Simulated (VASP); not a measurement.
Calculation: PBE GGA, VASP's PBE PAW potentials (set 64) (plane waves; VASP).

A VASP calculation is set up with these files.

**POSCAR**
```
Ti
1
    1.4750000000    -2.5547750000     0.0000000000
    1.4750000000     2.5547750000     0.0000000000
    0.0000000000     0.0000000000     4.6800000000
Ti
2
Direct
  0.3333330000   0.6666670000   0.2500000000
  0.6666670000   0.3333330000   0.7500000000
```

### KPOINTS
```
Automatic mesh
0
Gamma
13 13 7
0 0 0
```

### INCAR
```
SYSTEM=Ti
PREC=Accurate; ENCUT=200; LREAL=.False.
LASPH=.True.
EDIFF=1E-6; NELM=100; ALGO=Normal
LMAXMIX=4
ISMEAR=1; SIGMA=0.1
GGA=PE
ISIF=2
LWAVE=.False.; LCHARG=.False.
```

POTCAR, in this order: Ti_sv (PBE.64 set). Program: vasp_std.

The run wrote:

### OUTCAR
```
 ion  position               nearest neighbor table
   1  0.333  0.667  0.250-   2 2.89   2 2.89   2 2.89   2 2.89   2 2.89   2 2.89
   2  0.667  0.333  0.750-   1 2.89   1 2.89   1 2.89   1 2.89   1 2.89   1 2.89
  LATTYP: Found a hexagonal cell.
 ALAT       =     2.9500000510
 C/A-ratio  =     1.5864406506
 Subroutine PRICEL returns:
 Original cell was already a primitive cell.
 Subroutine GETGRP returns: Found 24 space group operations
The static configuration has the point symmetry D_3d.
 The point group associated with its full space group is D_6h.
The dynamic configuration has the point symmetry D_3d.
 Subroutine INISYM returns: Found 24 space group operations
 Subroutine IBZKPT returns following result:
 Found     84 irreducible k-points:

 Following reciprocal coordinates:
            Coordinates               Weight
  0.000000  0.000000  0.000000      1.000000
  0.076923  0.000000  0.000000      6.000000
  0.153846  0.000000  0.000000      6.000000
  0.230769  0.000000  0.000000      6.000000
  0.307692  0.000000  0.000000      6.000000
  0.384615  0.000000  0.000000      6.000000
  0.461538 -0.000000  0.000000      6.000000
  0.076923  0.076923  0.000000      6.000000
  0.153846  0.076923  0.000000     12.000000
  0.230769  0.076923  0.000000     12.000000
  0.307692  0.076923  0.000000     12.000000
  0.384615  0.076923  0.000000     12.000000
  0.461538  0.076923  0.000000      6.000000
  0.153846  0.153846  0.000000      6.000000
  0.230769  0.153846  0.000000     12.000000
  0.307692  0.153846  0.000000     12.000000
  0.384615  0.153846  0.000000     12.000000
  0.230769  0.230769  0.000000      6.000000
  0.307692  0.230769  0.000000     12.000000
  0.384615  0.230769  0.000000      6.000000
  0.307692  0.307692  0.000000      6.000000
  0.000000  0.000000  0.142857      2.000000
  0.076923  0.000000  0.142857     12.000000
  0.153846  0.000000  0.142857     12.000000
  0.230769  0.000000  0.142857     12.000000
  0.307692  0.000000  0.142857     12.000000
  0.384615  0.000000  0.142857     12.000000
  0.461538 -0.000000  0.142857     12.000000
  0.076923  0.076923  0.142857     12.000000
  0.153846  0.076923  0.142857     24.000000
  0.230769  0.076923  0.142857     24.000000
  0.307692  0.076923  0.142857     24.000000
  0.384615  0.076923  0.142857     24.000000
  0.461538  0.076923  0.142857     12.000000
  0.153846  0.153846  0.142857     12.000000
  0.230769  0.153846  0.142857     24.000000
  0.307692  0.153846  0.142857     24.000000
  0.384615  0.153846  0.142857     24.000000
  0.230769  0.230769  0.142857     12.000000
  0.307692  0.230769  0.142857     24.000000
   k-points           NKPTS =     84   k-points in BZ     NKDIM =     84   number of bands    NBANDS=     16
   number of dos      NEDOS =    301   number of ions     NIONS =      2
   total plane-waves  NPLWV =   4704
   dimension x,y,z NGX =    14 NGY =   14 NGZ =   24
   dimension x,y,z NGXF=    28 NGYF=   28 NGZF=   48
   ions per type =               2
   PREC   = accura    normal or accurate (medium, high low for compatibility)
   ISTART =      0    job   : 0-new  1-cont  2-samecut
   ICHARG =      2    charge: 1-file 2-atom 10-const
   ISPIN  =      1    spin polarized calculation?
   LNONCOLLINEAR =      F non collinear calculations
   LSORBIT =      F    spin-orbit coupling
   INIWAV =      1    electr: 0-lowe 1-rand  2-diag
   ENCUT  =  200.0 eV  14.70 Ry    3.83 a.u.   3.40  3.40  5.40*2*pi/ulx,y,z
   NELM   =    100;   NELMIN=  2; NELMDL= -5     # of ELM steps
   EDIFF  = 0.1E-05   stopping-criterion for ELM
   LREAL  =      F    real-space projection
...
```

File OSZICAR:
```
       N       E                     dE             d eps       ncg     rms          rms(c)
DAV:   1     0.149501190463E+03    0.14950E+03   -0.85977E+03  2896   0.104E+03
DAV:   2     0.158354684134E+01   -0.14792E+03   -0.14684E+03  2960   0.335E+02
DAV:   3    -0.174229040732E+02   -0.19006E+02   -0.18890E+02  5120   0.892E+01
DAV:   4    -0.179022344386E+02   -0.47933E+00   -0.47933E+00  2872   0.149E+01
DAV:   5    -0.179118455065E+02   -0.96111E-02   -0.96111E-02  4264   0.159E+00    0.138E+01
DAV:   6    -0.153887674066E+02    0.25231E+01   -0.90355E+00  3168   0.311E+01    0.317E+00
DAV:   7    -0.153529213367E+02    0.35846E-01   -0.10143E+00  4040   0.800E+00    0.143E+00
DAV:   8    -0.153800861344E+02   -0.27165E-01   -0.18127E-01  3376   0.393E+00    0.678E-01
DAV:   9    -0.153728769211E+02    0.72092E-02   -0.60837E-02  3208   0.214E+00    0.186E-01
DAV:  10    -0.153722754908E+02    0.60143E-03   -0.16863E-03  3624   0.358E-01    0.810E-02
DAV:  11    -0.153724049219E+02   -0.12943E-03   -0.10592E-04  3696   0.791E-02    0.522E-03
DAV:  12    -0.153723774632E+02    0.27459E-04   -0.35827E-06  2664   0.148E-02    0.964E-03
DAV:  13    -0.153724096993E+02   -0.32236E-04   -0.22972E-06  2120   0.128E-02    0.955E-04
DAV:  14    -0.153724123081E+02   -0.26088E-05   -0.33214E-07  1712   0.491E-03    0.111E-03
DAV:  15    -0.153724111492E+02    0.11589E-05   -0.12266E-07  1480   0.279E-03    0.576E-04
DAV:  16    -0.153724107861E+02    0.36314E-06   -0.52256E-08  1520   0.186E-03
   1 F= -.15372411E+02 E0= -.15372504E+02  d E =0.280489E-03
```

**OUTCAR**
```
------------------------ aborting loop because EDIFF is reached ----------------------------------------
  FORCE on cell =-STRESS in cart. coord.  units (eV):
  Direction    XX          YY          ZZ          XY          YZ          ZX
  --------------------------------------------------------------------------------------
  Total       -9.4022010     -9.4022014     -9.7657153      0.0000000      0.0000000      0.0000000
  in kB     -427.0901815   -427.0902012   -443.6026343      0.0000000      0.0000000      0.0000000
  external PRESSURE =    -432.5943390 kB  Pullay stress =       0.0000000 kB
  volume of cell :       35.27
      direct lattice vectors                 reciprocal lattice vectors
     1.475000000 -2.554775000  0.000000000     0.338983051 -0.195711951  0.000000000
     1.475000000  2.554775000  0.000000000     0.338983051  0.195711951  0.000000000
     0.000000000  0.000000000  4.680000000     0.000000000  0.000000000  0.213675214
 POSITION                                       TOTAL-FORCE (eV/Angst)
 -----------------------------------------------------------------------------------
      1.47500      0.85159      1.17000         0.000000     -0.000000      0.000000
      1.47500     -0.85159      3.51000         0.000000      0.000000      0.000000
 -----------------------------------------------------------------------------------
    total drift:                                0.000172      0.001012     -0.000018
  FREE ENERGIE OF THE ION-ELECTRON SYSTEM (eV)
  ---------------------------------------------------
  free  energy   TOTEN  =       -15.3724107861 eV

  energy  without entropy=      -15.3726912751  energy(sigma->0) =      -15.37250428
```
(Selected blocks of OUTCAR.)

At this cut-off the stress carries a Pulay error, which pulls relaxed volumes low.

The compound is Ti in the hcp structure. The cell was not relaxed at this level. The run is one of a series of settings (ENCUT = 200 against the base run), some of them coarse on purpose.
